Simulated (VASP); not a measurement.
Output of a VASP run:

### OSZICAR
```
       N       E                     dE             d eps       ncg     rms          rms(c)
DAV:   1     0.299806371067E+02    0.29981E+02   -0.43808E+03  3402   0.928E+02
DAV:   2    -0.848312911518E+01   -0.38464E+02   -0.37163E+02  5284   0.123E+02
DAV:   3    -0.969699316290E+01   -0.12139E+01   -0.12061E+01  3986   0.263E+01
DAV:   4    -0.970363279082E+01   -0.66396E-02   -0.66376E-02  4241   0.196E+00
DAV:   5    -0.970364898402E+01   -0.16193E-04   -0.16193E-04  3905   0.870E-02    0.334E+00
DAV:   6    -0.968880511546E+01    0.14844E-01   -0.43587E-03  3766   0.536E-01    0.200E+00
DAV:   7    -0.968087055246E+01    0.79346E-02   -0.10327E-02  3536   0.840E-01    0.717E-02
DAV:   8    -0.968102214102E+01   -0.15159E-03   -0.27036E-04  3736   0.126E-01    0.260E-02
DAV:   9    -0.968107057943E+01   -0.48438E-04   -0.63880E-05  3752   0.651E-02    0.808E-03
DAV:  10    -0.968107096971E+01   -0.39028E-06   -0.46770E-06  4239   0.154E-02    0.247E-03
DAV:  11    -0.968107115768E+01   -0.18797E-06   -0.69889E-07  3657   0.698E-03    0.947E-04
DAV:  12    -0.968107121805E+01   -0.60363E-07   -0.50467E-08  2079   0.185E-03
   1 F= -.96810712E+01 E0= -.96810875E+01  d E =-.968107E+01
       N       E                     dE             d eps       ncg     rms          rms(c)
DAV:   1    -0.968110617848E+01   -0.35021E-04   -0.77054E-04  3485   0.174E-01    0.136E-02
DAV:   2    -0.968110059378E+01    0.55847E-05   -0.20065E-05  3840   0.312E-02    0.748E-03
DAV:   3    -0.968109863036E+01    0.19634E-05   -0.82321E-06  4316   0.178E-02    0.177E-03
DAV:   4    -0.968109865903E+01   -0.28673E-07   -0.73331E-07  3528   0.679E-03
   2 F= -.96810987E+01 E0= -.96811174E+01  d E =-.274410E-04
```

**OUTCAR**
```
------------------------ aborting loop because EDIFF is reached ----------------------------------------
  FORCE on cell =-STRESS in cart. coord.  units (eV):
  Direction    XX          YY          ZZ          XY          YZ          ZX
  --------------------------------------------------------------------------------------
  Total       -0.0115070      0.0089917      0.0070389      0.0000000      0.0000000     -0.0063269
  in kB       -0.4405004      0.3442132      0.2694577      0.0000000      0.0000000     -0.2422017
  external PRESSURE =       0.0577235 kB  Pullay stress =       0.0000000 kB
  volume of cell :       41.85
      direct lattice vectors                 reciprocal lattice vectors
     3.549092720 -1.891411215 -0.047411800     0.139321736 -0.264352879 -0.116727071
     3.549092720  1.891411215 -0.047411800     0.139321736  0.264352879 -0.116727071
     2.582923661  0.000000000  3.082895897     0.004285253  0.000000000  0.320780056
 POSITION                                       TOTAL-FORCE (eV/Angst)
 -----------------------------------------------------------------------------------
      2.22690      0.00000      0.68733         0.001348      0.000000      0.000416
      7.45421      0.00000      2.30074        -0.001348      0.000000     -0.000416
 -----------------------------------------------------------------------------------
    total drift:                                0.000000      0.000000      0.000000
  FREE ENERGIE OF THE ION-ELECTRON SYSTEM (eV)
  ---------------------------------------------------
  free  energy   TOTEN  =        -9.6810986590 eV

  energy  without entropy=       -9.6811548995  energy(sigma->0) =       -9.68111741

 reached required accuracy - stopping structural energy minimisation
```
(Selected blocks of OUTCAR.)

POSCAR:
```
As
1
    3.5513637765    -1.8907111205    -0.0462878235
    3.5513637765     1.8907111205    -0.0462878235
    2.5855523401     0.0000000000     3.0828612087
As
2
Direct
  0.2300609579   0.2300609579   0.2300609579
  0.7699390421   0.7699390421   0.7699390421
```

Problem. Write an INCAR and KPOINTS that could have produced this output.

Solution. Several could match; the one computed here: the input of the run itself, AM05 GGA, plane waves, VASP's PBE PAW potentials (set 64).

### KPOINTS
```
Automatic mesh
0
Gamma
12 12 12
0 0 0
```

INCAR:
```
SYSTEM = As
PREC = Accurate
ENCUT = 520
EDIFF = 1E-7
NELM = 100
ALGO = Normal
LREAL = .FALSE.
LASPH = .TRUE.
ISMEAR = 1
SIGMA = 0.1
GGA = AM
LMAXMIX = 4
LWAVE = .FALSE.
LCHARG = .FALSE.
ISIF = 4
IBRION = 2
NSW = 30
EDIFFG = -0.01
```

POTCAR, in this order: As (PBE.64 set). Program: vasp_std.

The compound is As in the a7 structure. This run relaxes it. Symmetry was kept, so distortions that lower it aren't found.
